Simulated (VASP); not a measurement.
Energy against volume of Ba (bcc). These are revPBE GGA, VASP's PBE PAW potentials (set 64) (plane waves; VASP) values and carry that method's errors.

| V (Å³/atom) | E (eV/atom) |
|---|---|
| 63.484 | -1.70844 |
| 65.510 | -1.71351 |
| 67.536 | -1.71516 |
| 69.562 | -1.71374 |
| 71.588 | -1.70957 |

Problem. Fit a third-order Birch-Murnaghan equation of state.

Solution. 
The volume per atom comes out as 67.57 Å³/atom and the bulk modulus is 8.1 GPa. The pressure derivative of the bulk modulus is 2.65 and the lattice constant a is 5.132 Å.

Measured: bulk modulus 9.3 GPa at 0 K (computed value off by -13.6 %), as given by H. Levämäki et al., Physical Review B (2014), arXiv:1402.3671 [corrected for temperature and zero-point phonon effects]; a 4.995 Å at 0 K (computed value off by +2.7 %), as given by Gábor I. Csonka et al., Physical Review B (2009), arXiv:0903.4037 [low-temperature or extrapolated to 0 K; zero-point anharmonic expansion removed].

The compound is Ba in the bcc structure. It was relaxed first, which changed the volume by +7 %.
